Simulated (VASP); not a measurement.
The system is In2O3.

```
In O
1.0
     2.74350    1.58396    4.83667
    -2.74350    1.58396    4.83667
     0.00000   -3.16792    4.83667
In O
4 6
Direct
  0.35731 0.35731 0.35731
  0.14269 0.14269 0.14269
  0.64269 0.64269 0.64269
  0.85731 0.85731 0.85731
  0.54800 0.95200 0.25000
  0.25000 0.54800 0.95200
  0.95200 0.25000 0.54800
  0.45200 0.04800 0.75000
  0.75000 0.45200 0.04800
  0.04800 0.75000 0.45200
```

| Property | Result |
| --- | --- |
| Program | VASP 6.6.1 |
| Task | relaxation of cell and atoms |
| Functional | LDA |
| Potentials or basis | VASP PAW LDA potentials, release 64 (In_d, O) |
| Cutoff | 600 eV |
| k mesh | 6 × 6 × 6 |
| Occupations | fermi-dirac, width 0.05 eV |
| Spin | no spin polarisation |

At the start: pressure -2.7 GPa; volume 12.61 Å³/atom.

Question: Where does the relaxation end?

Answer: Over 11 steps the energy falls by 2.4 meV/atom and the volume is 12.41 Å³/atom (-1.6 %); space group R-3c (No. 167, to 0.05 Å).

The path:
| step | energy change (eV) | largest force (eV/Å) | pressure (GPa) | volume (Å³) |
| --- | --- | --- | --- | --- |
| 1 | 0.0000 | 0.1739 | -2.67 | 126.11 |
| 2 | -0.0034 | 0.1061 | 2.93 | 122.31 |
| 3 | -0.0200 | 0.1068 | 0.16 | 124.11 |
| 4 | -0.0200 | 0.1046 | 0.29 | 124.06 |
| 5 | -0.0224 | 0.0567 | 0.07 | 124.18 |
| 6 | -0.0225 | 0.0713 | 0.02 | 124.21 |
| 7 | -0.0232 | 0.0337 | -0.09 | 124.26 |
| 8 | -0.0234 | 0.0106 | -0.16 | 124.29 |
| 9 | -0.0234 | 0.0041 | -0.16 | 124.30 |
| 10 | -0.0235 | 0.0036 | 0.12 | 124.07 |
| 11 | -0.0235 | 0.0033 | 0.07 | 124.12 |

Final structure:
```
In O
1.0
     2.73260    1.57767    4.79839
    -2.73260    1.57767    4.79839
     0.00000   -3.15534    4.79839
In O
4 6
Cartesian
  0.0000 0.0000 5.1476
  0.0000 0.0000 2.0500
  0.0000 0.0000 9.2476
  0.0000 0.0000 12.3452
  -1.1177 1.5777 8.3972
  -0.8074 -1.7568 8.3972
  1.9252 0.1791 8.3972
  1.1177 -1.5777 5.9980
  0.8074 1.7568 5.9980
  -1.9252 -0.1791 5.9980
```
